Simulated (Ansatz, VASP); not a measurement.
# Cross-check of LiMgF3 between VASP and Ansatz, part 2 of 3

One calculation is typed for both programs; each brings its own data sets. How far apart do they land? The cell is generated by rule, not measured, and may not be a known phase. The cell is taken from a series of runs on this material, whose earlier steps may have relaxed, scaled, displaced or heated it; both programs get it as it stands.

VASP 6.6.1 and Ansatz 0.2.0.

So far: Set-up; Ansatz: zone-centre phonons, PBEsol.

## Step 3: VASP: zone-centre phonons, PBEsol

Level of this step: PBEsol; plane waves and PAW (Li_sv, Mg, F); invented cell (VASP).

The same cell, functional and mesh now go to VASP, with its own data sets.

Lines of VASP's logs that name or quote its potential files are left out, and so is its time.

Input file INCAR:

```
SYSTEM = LiMgF3
PREC = Accurate
ENCUT = 750
EDIFF = 1E-08
NELM = 120
ISMEAR = 0
SIGMA = 0.01
LREAL = .FALSE.
ALGO = Normal
GGA = PS
NBANDS = 19
LORBIT = 11
LWAVE = .FALSE.
LCHARG = .FALSE.
ISIF = 2
IBRION = 8
LEPSILON = .TRUE.
LASPH = .TRUE.
GGA_COMPAT = .FALSE.
EFERMI = MIDGAP
KPAR = 2
```

Input file POSCAR:

```
LiMgF3
1.0
    3.8727366541      0.0000000000      0.0000000000
    0.0000000000      3.8727366541      0.0000000000
    0.0000000000      0.0000000000      3.8727366541
Li Mg F
1 1 3
Direct
    0.0000000000      0.0000000000      0.0000000000
    0.5000000000      0.5000000000      0.5000000000
    0.5000000000      0.5000000000      0.0000000000
    0.5000000000      0.0000000000      0.5000000000
    0.0000000000      0.5000000000      0.5000000000
```

Input file KPOINTS:

```
Automatic mesh
0
Gamma
8 8 8
0 0 0
```

The projector-augmented-wave data sets are Li_sv, Mg and F (PBE family, release 64).

Launch:

```bash
$ mpirun -np 2 vasp_std
```

The program printed:

```text
[banner, memory and clock lines left out]
running    2 mpi-ranks, on    1 nodes
 distrk:  each k-point on    1 cores,    2 groups
 distr:  one band on    1 cores,    1 groups

 POSCAR found type information on POSCAR LiMgF
 POSCAR found :  3 types and       5 ions
|                                                                             |
|               ----> ADVICE to this user running VASP <----                  |
|                                                                             |
|     You enforced a specific xc type in the INCAR file but a different       |
|     [... a line on the potential file left out ...]
|     I HOPE YOU KNOW WHAT YOU ARE DOING!                                     |
|                                                                             |

 LDA part: xc-table for (Slater+PW92), standard interpolation
 POSCAR, INCAR and KPOINTS ok, starting setup
 FFT: planning ... GRIDC
 FFT: planning ... GRID_SOFT
 FFT: planning ... GRID
 WAVECAR not read
 entering main loop
       N       E                     dE             d eps       ncg     rms          rms(c)
DAV:   1     0.192241122789E+03    0.19224E+03   -0.16558E+04  1330   0.173E+03
DAV:   2    -0.161439986482E+02   -0.20839E+03   -0.20245E+03  1652   0.337E+02
DAV:   3    -0.265423075775E+02   -0.10398E+02   -0.10357E+02  1710   0.755E+01
DAV:   4    -0.269234388155E+02   -0.38113E+00   -0.38075E+00  2015   0.120E+01
DAV:   5    -0.269272464156E+02   -0.38076E-02   -0.38075E-02  1543   0.117E+00    0.799E+00
DAV:   6    -0.251600881683E+02    0.17672E+01   -0.66333E+00  1447   0.185E+01    0.277E+00
DAV:   7    -0.251221322330E+02    0.37956E-01   -0.73448E-02  1759   0.201E+00    0.169E+00
DAV:   8    -0.251087511828E+02    0.13381E-01   -0.58826E-02  1926   0.265E+00    0.287E-01
DAV:   9    -0.251101342237E+02   -0.13830E-02   -0.20843E-02  1791   0.111E+00    0.281E-01
DAV:  10    -0.251087851969E+02    0.13490E-02   -0.56187E-03  1487   0.566E-01    0.262E-02
DAV:  11    -0.251087925883E+02   -0.73913E-05   -0.54846E-05  1546   0.621E-02    0.159E-02
DAV:  12    -0.251087897933E+02    0.27950E-05   -0.18668E-05  1791   0.325E-02    0.249E-03
DAV:  13    -0.251087897807E+02    0.12557E-07   -0.12224E-06  1732   0.872E-03    0.913E-04
DAV:  14    -0.251087898526E+02   -0.71929E-07   -0.62846E-08  1826   0.203E-03    0.175E-04
DAV:  15    -0.251087898506E+02    0.20091E-08   -0.19905E-09  1093   0.335E-04
   1 F= -.25108790E+02 E0= -.25108790E+02  d E =0.000000E+00
 Linear response reoptimize wavefunctions to high precision
DAV:   1    -0.251087898491E+02    0.15521E-08   -0.25177E-10   898   0.112E-04
DAV:   2    -0.251087898490E+02    0.74579E-10   -0.50825E-11   815   0.405E-05
 Linear response G [H, r] |phi>, progress :
  Direction:   1
       N       E                     dE             d eps       ncg     rms
RMM:   1    -0.890445025006E+02   -0.89045E+02    0.27914E+01  2346   0.128E+02
RMM:   2    -0.868897245246E+02    0.21548E+01   -0.10088E+01  2494   0.193E+01
RMM:   3    -0.868744674686E+02    0.15257E-01   -0.64538E-01  2737   0.414E+00
RMM:   4    -0.868946916413E+02   -0.20224E-01   -0.10060E-01  2892   0.156E+00
RMM:   5    -0.868992686378E+02   -0.45770E-02   -0.15492E-02  2928   0.590E-01
RMM:   6    -0.868999188135E+02   -0.65018E-03   -0.21490E-03  2936   0.238E-01
RMM:   7    -0.868999974284E+02   -0.78615E-04   -0.29231E-04  2746   0.669E-02
RMM:   8    -0.869000141702E+02   -0.16742E-04   -0.19455E-03  2701   0.256E-02
RMM:   9    -0.869000135003E+02    0.66985E-06    0.58523E-04  2701   0.108E-02
RMM:  10    -0.869000120815E+02    0.14188E-05    0.41923E-05  2682   0.543E-03
RMM:  11    -0.869000126911E+02   -0.60959E-06    0.16007E-05  2642   0.310E-03
RMM:  12    -0.869000123435E+02    0.34761E-06   -0.50216E-05  2619   0.208E-03
RMM:  13    -0.869000125733E+02   -0.22981E-06   -0.16333E-04  2555   0.161E-03
RMM:  14    -0.869000124495E+02    0.12381E-06   -0.12738E-04  2467   0.140E-03
RMM:  15    -0.869000125822E+02   -0.13277E-06   -0.45129E-04  2332   0.130E-03
RMM:  16    -0.869000124685E+02    0.11370E-06   -0.53813E-05  2127   0.126E-03
RMM:  17    -0.869000124623E+02    0.62667E-08   -0.45788E-05  2014   0.123E-03
RMM:  18    -0.869000125295E+02   -0.67189E-07    0.24698E-05  1942   0.123E-03
 Linear response G [H, r] |phi>, progress :
  Direction:   2
       N       E                     dE             d eps       ncg     rms
RMM:   1    -0.921558080167E+02   -0.92156E+02    0.16912E+01  2327   0.131E+02
RMM:   2    -0.906182859717E+02    0.15375E+01   -0.10456E+01  2466   0.204E+01
RMM:   3    -0.905696001732E+02    0.48686E-01   -0.62316E-01  2724   0.424E+00
RMM:   4    -0.905880709715E+02   -0.18471E-01   -0.89938E-02  2931   0.150E+00
RMM:   5    -0.905919115131E+02   -0.38405E-02   -0.13354E-02  2954   0.564E-01
[...]
RMM:  11    -0.171310722972E+00    0.41751E-06   -0.42586E-06  5466   0.525E-04    0.164E-05
RMM:  12    -0.171310062631E+00    0.66034E-06   -0.19798E-06  5363   0.291E-04    0.534E-06
 change of polarisation eV/A/(eV/A) component  1 :     0.310    -0.018    -0.018
 dielectric tensor                  component  1 :     1.967    -0.057    -0.055
 Linear response to external field, progress :
  Direction:   2
       N       E                     dE             d eps       ncg     rms          rms(c)
[...]
RMM:   2    -0.150125598806E+00   -0.24287E-02   -0.13975E-02  5099   0.484E-01    0.171E-01
RMM:   3    -0.149607227286E+00    0.51837E-03   -0.20880E-03  5669   0.183E-01    0.962E-02
RMM:   4    -0.149062739218E+00    0.54449E-03   -0.37181E-04  5518   0.993E-02    0.443E-03
RMM:   5    -0.149149257059E+00   -0.86518E-04   -0.20622E-05  5943   0.239E-02    0.237E-03
RMM:   6    -0.149496359505E+00   -0.34710E-03   -0.12859E-05  5506   0.200E-02    0.544E-04
RMM:   7    -0.149486750090E+00    0.96094E-05   -0.76528E-06  6059   0.854E-03    0.163E-04
RMM:   8    -0.149489039879E+00   -0.22898E-05   -0.17661E-05  6073   0.591E-03    0.654E-05
RMM:   9    -0.149488603491E+00    0.43639E-06   -0.20087E-05  6316   0.442E-03    0.299E-05
RMM:  10    -0.149488998108E+00   -0.39462E-06   -0.16041E-05  6150   0.350E-03    0.189E-05
RMM:  11    -0.149489905722E+00   -0.90761E-06   -0.12905E-05  6061   0.286E-03    0.842E-06
RMM:  12    -0.149490569051E+00   -0.66333E-06   -0.10242E-05  6187   0.234E-03    0.721E-06
RMM:  13    -0.149490916191E+00   -0.34714E-06   -0.78326E-06  5979   0.192E-03    0.498E-06
RMM:  14    -0.149490792865E+00    0.12333E-06   -0.62686E-06  5983   0.159E-03    0.109E-05
RMM:  15    -0.149490888046E+00   -0.95181E-07   -0.50553E-06  5848   0.133E-03    0.131E-05
RMM:  16    -0.149491123293E+00   -0.23525E-06   -0.41115E-06  5684   0.112E-03    0.113E-05
RMM:  17    -0.149491104420E+00    0.18873E-07   -0.34216E-06  5597   0.954E-04    0.134E-05
RMM:  18    -0.149491109412E+00   -0.49921E-08   -0.28774E-06  4830   0.818E-04    0.152E-05
RMM:  19    -0.149491331445E+00   -0.22203E-06   -0.24292E-06  5783   0.712E-04    0.124E-05
RMM:  20    -0.149491261940E+00    0.69505E-07   -0.20829E-06  5179   0.611E-04    0.151E-05
RMM:  21    -0.149491393967E+00   -0.13203E-06   -0.17747E-06  5610   0.531E-04    0.137E-05
 first order change of Fermi-energy   0.11492E-05
 force on displaced ion       1 direction 1 :   0.834  -0.000   0.000
 Born effective charge ion    1 direction 1 :   1.201   0.000   0.000
 Linear response progress:
  Degree of freedom:   2/  4
       N       E                     dE             d eps       ncg     rms          rms(c)
RMM:   1    -0.324093626693E-02   -0.32409E-02    0.13102E-02  5699   0.683E-01
RMM:   2    -0.316999471489E-02    0.70942E-04   -0.25416E-04  4847   0.998E-02    0.449E-02
RMM:   3    -0.311918521667E-02    0.50809E-04   -0.45488E-05  5071   0.393E-02    0.254E-02
RMM:   4    -0.310092285153E-02    0.18262E-04   -0.48434E-05  4951   0.411E-02    0.366E-03
RMM:   5    -0.308997665197E-02    0.10946E-04   -0.18860E-06  5223   0.107E-02    0.735E-04
RMM:   6    -0.308920601317E-02    0.77064E-06   -0.18048E-07  5679   0.232E-03    0.328E-04
RMM:   7    -0.308838977617E-02    0.81624E-06   -0.32299E-08  5516   0.109E-03    0.737E-05
RMM:   8    -0.308855838139E-02   -0.16861E-06   -0.62245E-09  5962   0.426E-04    0.429E-05
RMM:   9    -0.308845938689E-02    0.98994E-07    0.11515E-09  5764   0.195E-04    0.791E-06
RMM:  10    -0.308847413052E-02   -0.14744E-07    0.83473E-09  6199   0.787E-05    0.201E-06
RMM:  11    -0.308847794296E-02   -0.38124E-08   -0.21604E-09  6079   0.342E-05    0.903E-07
 first order change of Fermi-energy   0.23699E-04
 force on displaced ion       2 direction 1 : -12.810   0.000  -0.000
 Born effective charge ion    2 direction 1 :   1.880   0.000   0.000
 Linear response progress:
  Degree of freedom:   3/  4
       N       E                     dE             d eps       ncg     rms          rms(c)
RMM:   1    -0.535651110260E+00   -0.53565E+00    0.59303E-01  8562   0.426E+00
RMM:   2    -0.533007312888E+00    0.26438E-02   -0.10773E-02  8139   0.721E-01    0.793E-02
RMM:   3    -0.534340508299E+00   -0.13332E-02   -0.96884E-04  8043   0.163E-01    0.426E-02
RMM:   4    -0.536041096810E+00   -0.17006E-02   -0.32784E-04  7838   0.107E-01    0.103E-02
RMM:   5    -0.536153337721E+00   -0.11224E-03   -0.36782E-05  9137   0.302E-02    0.375E-03
RMM:   6    -0.536048318206E+00    0.10502E-03   -0.56234E-06  8773   0.122E-02    0.107E-03
RMM:   7    -0.536068203263E+00   -0.19885E-04   -0.92846E-07  9545   0.441E-03    0.364E-04
RMM:   8    -0.536069680198E+00   -0.14769E-05   -0.68730E-08  9685   0.185E-03    0.953E-05
RMM:   9    -0.536068367092E+00    0.13131E-05    0.23510E-07 10197   0.693E-04    0.460E-05
RMM:  10    -0.536068898687E+00   -0.53160E-06    0.18709E-07 10526   0.279E-04    0.666E-06
RMM:  11    -0.536068954563E+00   -0.55876E-07    0.35384E-07 10698   0.132E-04    0.433E-06
RMM:  12    -0.536068893707E+00    0.60856E-07    0.96946E-08 10650   0.778E-05    0.960E-07
RMM:  13    -0.536068884452E+00    0.92551E-08    0.51330E-08 10411   0.568E-05    0.739E-07
 first order change of Fermi-energy   0.13282E-03
 force on displaced ion       3 direction 1 :  -1.295   0.000   0.000
 Born effective charge ion    3 direction 1 :  -0.912   0.000   0.000
 Linear response progress:
  Degree of freedom:   4/  4
       N       E                     dE             d eps       ncg     rms          rms(c)
RMM:   1    -0.538154662311E+00   -0.53815E+00    0.75949E-01  5021   0.434E+00
RMM:   2    -0.535326006023E+00    0.28287E-02   -0.96063E-03  4960   0.662E-01    0.106E-01
RMM:   3    -0.536887387232E+00   -0.15614E-02   -0.78384E-04  4762   0.147E-01    0.583E-02
RMM:   4    -0.539025854962E+00   -0.21385E-02   -0.56134E-04  4831   0.137E-01    0.122E-02
RMM:   5    -0.539051730498E+00   -0.25876E-04   -0.52529E-05  5438   0.331E-02    0.271E-03
RMM:   6    -0.538971938708E+00    0.79792E-04   -0.77740E-06  5445   0.114E-02    0.785E-04
RMM:   7    -0.538992217582E+00   -0.20279E-04   -0.10256E-06  5567   0.394E-03    0.179E-04
RMM:   8    -0.538989566020E+00    0.26516E-05    0.74713E-08  5988   0.151E-03    0.450E-05
RMM:   9    -0.538989102393E+00    0.46363E-06    0.44488E-07  6241   0.597E-04    0.306E-05
RMM:  10    -0.538989388009E+00   -0.28562E-06    0.44879E-07  6233   0.262E-04    0.459E-06
RMM:  11    -0.538989265324E+00    0.12269E-06    0.31082E-07  6064   0.133E-04    0.189E-06
RMM:  12    -0.538989229878E+00    0.35446E-07    0.71611E-08  5971   0.811E-05    0.665E-07
RMM:  13    -0.538989231533E+00   -0.16555E-08    0.51949E-08  5528   0.600E-05    0.553E-07
 first order change of Fermi-energy   0.54736E-04
 force on displaced ion       3 direction 3 :   0.000   0.000 -16.000
 Born effective charge ion    3 direction 3 :   0.000   0.000  -1.255
 Born effective charges drift removed
 Linear response finished
```

(Part 2 of 3 ends here.)

[Lines on the potential files, build, host, timing and source positions are cut from VASP's logs without a mark.]

[Logs are printed without paths, hosts, clocks, repeated set-up lines and the standing remarks that a program may print on its own settings, such as how far it seeks lower states.]

[Hosts, paths, dates, database ids (printed as entryN), source tags and the programs' standing remarks are cut or masked in the printed files.]
